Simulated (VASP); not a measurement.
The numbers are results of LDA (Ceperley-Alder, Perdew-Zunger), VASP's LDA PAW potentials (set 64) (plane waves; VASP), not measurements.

Input for VASP

File KPOINTS:
```
Automatic
0
G
3 3 2
0 0 0
```

**INCAR**
```
ALGO = Normal
EDIFF = 1E-7
ENCUT = 400
IBRION = 6
ISIF = 2
ISMEAR = 0
LASPH = .TRUE.
LCHARG = .FALSE.
LMAXMIX = 4
LPHON_DISPERSION = .TRUE.
LREAL = .FALSE.
LWAVE = .FALSE.
NELM = 100
NFREE = 2
NSW = 1
POTIM = 0.015
PREC = Accurate
SIGMA = 0.05
SYSTEM = Se
```

QPOINTS:
```
k-points along high-symmetry lines
8
Line-mode
Cartesian
  0.000000   0.000000   0.000000 ! GAMMA
  0.126283   0.072909   0.000000 ! M

  0.126283   0.072909   0.000000 ! M
  0.084188   0.145818   0.000000 ! K

  0.084188   0.145818   0.000000 ! K
  0.000000   0.000000   0.000000 ! GAMMA

  0.000000   0.000000   0.000000 ! GAMMA
  0.000000   0.000000   0.097700 ! A

  0.000000   0.000000   0.097700 ! A
  0.126283   0.072909   0.097700 ! L

  0.126283   0.072909   0.097700 ! L
  0.084188   0.145818   0.097700 ! H

  0.084188   0.145818   0.097700 ! H
  0.000000   0.000000   0.097700 ! A

  0.126283   0.072909   0.097700 ! L
  0.126283   0.072909   0.000000 ! M

  0.084188   0.145818   0.097700 ! H
  0.084188   0.145818   0.000000 ! K
```

### POSCAR
```
Se
1
    7.9187448822     0.0000000000     0.0000000000
   -3.9593724412     6.8578348102     0.0000000000
    0.0000000000     0.0000000000    10.2354344184
Se
24
Direct
  0.1276076152   0.0000000000   0.1666665000
  0.1276076152   0.0000000000   0.6666665000
  0.1276076152   0.5000000000   0.1666665000
  0.1276076152   0.5000000000   0.6666665000
  0.6276076152   0.0000000000   0.1666665000
  0.6276076152   0.0000000000   0.6666665000
  0.6276076152   0.5000000000   0.1666665000
  0.6276076152   0.5000000000   0.6666665000
  0.0000000000   0.1276076152   0.3333335000
  0.0000000000   0.1276076152   0.8333335000
  0.0000000000   0.6276076152   0.3333335000
  0.0000000000   0.6276076152   0.8333335000
  0.5000000000   0.1276076152   0.3333335000
  0.5000000000   0.1276076152   0.8333335000
  0.5000000000   0.6276076152   0.3333335000
  0.5000000000   0.6276076152   0.8333335000
  0.3723923848   0.3723923848   0.0000000000
  0.3723923848   0.3723923848   0.5000000000
  0.3723923848   0.8723923848   0.0000000000
  0.3723923848   0.8723923848   0.5000000000
  0.8723923848   0.3723923848   0.0000000000
  0.8723923848   0.3723923848   0.5000000000
  0.8723923848   0.8723923848   0.0000000000
  0.8723923848   0.8723923848   0.5000000000
```

POTCAR, in this order: Se (LDA.64 set). Program: vasp_std.

Output

**OSZICAR**
```
       N       E                     dE             d eps       ncg     rms          rms(c)
DAV:   1     0.740258452509E+03    0.74026E+03   -0.52096E+04  1032   0.117E+03
DAV:   2    -0.233228050152E+02   -0.76358E+03   -0.73659E+03  1256   0.216E+02
DAV:   3    -0.976960249915E+02   -0.74373E+02   -0.72671E+02  1216   0.700E+01
DAV:   4    -0.100404062288E+03   -0.27080E+01   -0.26704E+01  1384   0.122E+01
DAV:   5    -0.100485473699E+03   -0.81411E-01   -0.80869E-01  1360   0.195E+00    0.215E+01
DAV:   6    -0.999777843926E+02    0.50769E+00   -0.31224E-01  1232   0.163E+00    0.132E+01
DAV:   7    -0.997931282666E+02    0.18466E+00   -0.59002E-01  1296   0.210E+00    0.680E-01
DAV:   8    -0.997839824301E+02    0.91458E-02   -0.80590E-02  1200   0.841E-01    0.373E-01
DAV:   9    -0.997845503653E+02   -0.56794E-03   -0.42166E-03  1240   0.168E-01    0.953E-02
DAV:  10    -0.997843390577E+02    0.21131E-03   -0.10041E-03  1288   0.862E-02    0.408E-02
DAV:  11    -0.997843516972E+02   -0.12640E-04   -0.14290E-04  1272   0.306E-02    0.165E-02
DAV:  12    -0.997843499538E+02    0.17434E-05   -0.23023E-05  1208   0.142E-02    0.246E-02
DAV:  13    -0.997843490033E+02    0.95054E-06   -0.41776E-06  1176   0.646E-03    0.290E-03
DAV:  14    -0.997843489865E+02    0.16761E-07   -0.43367E-07  1136   0.162E-03
   1 F= -.99784349E+02 E0= -.99784348E+02  d E =-.126562E-05
 Found     3 degrees of freedom:
       N       E                     dE             d eps       ncg     rms          rms(c)
DAV:   1    -0.997829568514E+02    0.13922E-02   -0.18047E-01  1452   0.110E+00    0.174E-01
DAV:   2    -0.997836677358E+02   -0.71088E-03   -0.84202E-03  1688   0.224E-01    0.453E-02
DAV:   3    -0.997836664266E+02    0.13092E-05   -0.21903E-04  1784   0.406E-02    0.258E-02
DAV:   4    -0.997836608768E+02    0.55498E-05   -0.24268E-05  1672   0.128E-02    0.102E-02
DAV:   5    -0.997836601016E+02    0.77529E-06   -0.29830E-06  1728   0.531E-03    0.330E-03
DAV:   6    -0.997836601039E+02   -0.23592E-08   -0.46522E-07  1560   0.193E-03
   2 F= -.99783660E+02 E0= -.99783659E+02  d E =-.124177E-05
       N       E                     dE             d eps       ncg     rms          rms(c)
DAV:   1    -0.997810316155E+02    0.26285E-02   -0.64060E-01  1400   0.197E+00    0.352E-01
DAV:   2    -0.997836646369E+02   -0.26330E-02   -0.31131E-02  1664   0.427E-01    0.911E-02
DAV:   3    -0.997836673345E+02   -0.26976E-05   -0.83792E-04  1810   0.778E-02    0.512E-02
DAV:   4    -0.997836450087E+02    0.22326E-04   -0.85551E-05  1648   0.245E-02    0.195E-02
DAV:   5    -0.997836426015E+02    0.24072E-05   -0.11927E-05  1720   0.106E-02    0.703E-03
DAV:   6    -0.997836426919E+02   -0.90320E-07   -0.18069E-06  1736   0.359E-03    0.392E-03
DAV:   7    -0.997836426098E+02    0.82080E-07   -0.24443E-07  1184   0.147E-03
   3 F= -.99783643E+02 E0= -.99783642E+02  d E =-.129782E-05
       N       E                     dE             d eps       ncg     rms          rms(c)
DAV:   1    -0.997823399444E+02    0.13027E-02   -0.37071E-01  1736   0.152E+00    0.195E-01
DAV:   2    -0.997838703480E+02   -0.15304E-02   -0.18009E-02  2048   0.336E-01    0.673E-02
DAV:   3    -0.997838878684E+02   -0.17520E-04   -0.52310E-04  2290   0.584E-02    0.412E-02
DAV:   4    -0.997838783254E+02    0.95430E-05   -0.43934E-05  2120   0.180E-02    0.151E-02
DAV:   5    -0.997838775737E+02    0.75166E-06   -0.62570E-06  2144   0.795E-03    0.497E-03
DAV:   6    -0.997838775993E+02   -0.25617E-07   -0.91813E-07  2072   0.255E-03
   4 F= -.99783878E+02 E0= -.99783877E+02  d E =-.128043E-05
       N       E                     dE             d eps       ncg     rms          rms(c)
DAV:   1    -0.997818916215E+02    0.19860E-02   -0.59150E-01  1744   0.191E+00    0.236E-01
DAV:   2    -0.997838783126E+02   -0.19867E-02   -0.25282E-02  2064   0.393E-01    0.889E-02
DAV:   3    -0.997838951541E+02   -0.16842E-04   -0.72416E-04  2288   0.668E-02    0.573E-02
DAV:   4    -0.997838787062E+02    0.16448E-04   -0.69689E-05  2104   0.227E-02    0.200E-02
DAV:   5    -0.997838775355E+02    0.11707E-05   -0.94228E-06  2176   0.101E-02    0.654E-03
DAV:   6    -0.997838775566E+02   -0.21027E-07   -0.15124E-06  2040   0.323E-03    0.353E-03
DAV:   7    -0.997838774789E+02    0.77636E-07   -0.17330E-07  1280   0.128E-03
   5 F= -.99783877E+02 E0= -.99783877E+02  d E =-.127978E-05
       N       E                     dE             d eps       ncg     rms          rms(c)
DAV:   1    -0.997819766938E+02    0.19009E-02   -0.36612E-01  1720   0.154E+00    0.240E-01
DAV:   2    -0.997836173382E+02   -0.16406E-02   -0.18447E-02  2096   0.346E-01    0.737E-02
DAV:   3    -0.997836093337E+02    0.80046E-05   -0.49273E-04  2192   0.636E-02    0.375E-02
DAV:   4    -0.997835974333E+02    0.11900E-04   -0.70197E-05  2144   0.214E-02    0.135E-02
DAV:   5    -0.997835959100E+02    0.15233E-05   -0.73518E-06  2304   0.927E-03    0.598E-03
DAV:   6    -0.997835960154E+02   -0.10536E-06   -0.13299E-06  2000   0.330E-03    0.279E-03
DAV:   7    -0.997835959581E+02    0.57282E-07   -0.16208E-07  1288   0.118E-03
   6 F= -.99783596E+02 E0= -.99783595E+02  d E =-.128578E-05
       N       E                     dE             d eps       ncg     rms          rms(c)
DAV:   1    -0.997811995550E+02    0.23965E-02   -0.56048E-01  1728   0.187E+00    0.318E-01
DAV:   2    -0.997836234827E+02   -0.24239E-02   -0.28907E-02  2104   0.425E-01    0.105E-01
DAV:   3    -0.997836175702E+02    0.59124E-05   -0.86928E-04  2200   0.839E-02    0.542E-02
DAV:   4    -0.997835999860E+02    0.17584E-04   -0.11889E-04  2120   0.279E-02    0.204E-02
DAV:   5    -0.997835975019E+02    0.24841E-05   -0.11752E-05  2328   0.115E-02    0.851E-03
DAV:   6    -0.997835976550E+02   -0.15302E-06   -0.21823E-06  2056   0.432E-03    0.355E-03
DAV:   7    -0.997835975614E+02    0.93600E-07   -0.28061E-07  1464   0.153E-03
   7 F= -.99783598E+02 E0= -.99783597E+02  d E =-.128586E-05
```

OUTCAR:
```
------------------------ aborting loop because EDIFF is reached ----------------------------------------
  FORCE on cell =-STRESS in cart. coord.  units (eV):
  Direction    XX          YY          ZZ          XY          YZ          ZX
  --------------------------------------------------------------------------------------
  Total       -0.4577928     -0.4593109     -0.3161889      0.0431224      0.0008552      0.1136859
  in kB       -1.3195623     -1.3239382     -0.9113968      0.1242980      0.0024650      0.3276933
  external PRESSURE =      -1.1849658 kB  Pullay stress =       0.0000000 kB
  volume of cell :      555.84
      direct lattice vectors                 reciprocal lattice vectors
     7.918744882  0.000000000  0.000000000     0.126282639  0.072909309  0.000000000
    -3.959372441  6.857834810  0.000000000     0.000000000  0.145818619  0.000000000
     0.000000000  0.000000000 10.235434418     0.000000000  0.000000000  0.097699810
 POSITION                                       TOTAL-FORCE (eV/Angst)
 -----------------------------------------------------------------------------------
      1.01049      0.00000      1.69090         0.001782      0.010892      0.101443
      1.01049      0.00000      6.82362         0.000206     -0.000032      0.001703
     -0.96919      3.42892      1.70590        -0.000592     -0.002701      0.003856
     -0.96919      3.42892      6.82362        -0.000749     -0.000020     -0.001811
      4.96986      0.00000      1.70590         0.000307      0.004139      0.007156
      4.96986      0.00000      6.82362         0.000299     -0.000412     -0.002850
      2.99018      3.42892      1.70590         0.001098     -0.002678      0.003841
      2.99018      3.42892      6.82362         0.001294     -0.000057     -0.001766
     -0.50525      0.87511      3.41181         0.015845     -0.013167     -0.028116
     -0.50525      0.87511      8.52953        -0.003301      0.007967     -0.012282
     -2.48493      4.30403      3.41181         0.000314      0.002182     -0.006114
     -2.48493      4.30403      8.52953         0.000331     -0.001652     -0.000716
      3.45413      0.87511      3.41181        -0.004428     -0.003137     -0.006066
      3.45413      0.87511      8.52953        -0.000180      0.002282     -0.000747
      1.47444      4.30403      3.41181        -0.000335      0.000649     -0.000302
      1.47444      4.30403      8.52953        -0.002197      0.002326     -0.000319
      1.47444      2.55381      0.00000        -0.000515      0.001932     -0.006342
      1.47444      2.55381      5.11772        -0.000624     -0.002052     -0.000831
     -0.50525      5.98272      0.00000         0.004340     -0.003580     -0.006364
     -0.50525      5.98272      5.11772        -0.000064      0.001865     -0.000815
      5.43381      2.55381      0.00000         0.000074      0.000252     -0.000365
      5.43381      2.55381      5.11772         0.001815      0.001980     -0.000273
      3.45413      5.98272      0.00000        -0.017608     -0.014521     -0.029805
      3.45413      5.98272      5.11772         0.002889      0.007544     -0.012117
 -----------------------------------------------------------------------------------
    total drift:                                0.000301      0.000685      0.000145
  FREE ENERGIE OF THE ION-ELECTRON SYSTEM (eV)
  ---------------------------------------------------
  free  energy   TOTEN  =       -99.7835975614 eV

  energy  without entropy=      -99.7835962755  energy(sigma->0) =      -99.78359692
```
(Selected blocks of OUTCAR.)

The cell is a supercell, built from a database entry that may be metastable or hypothetical.
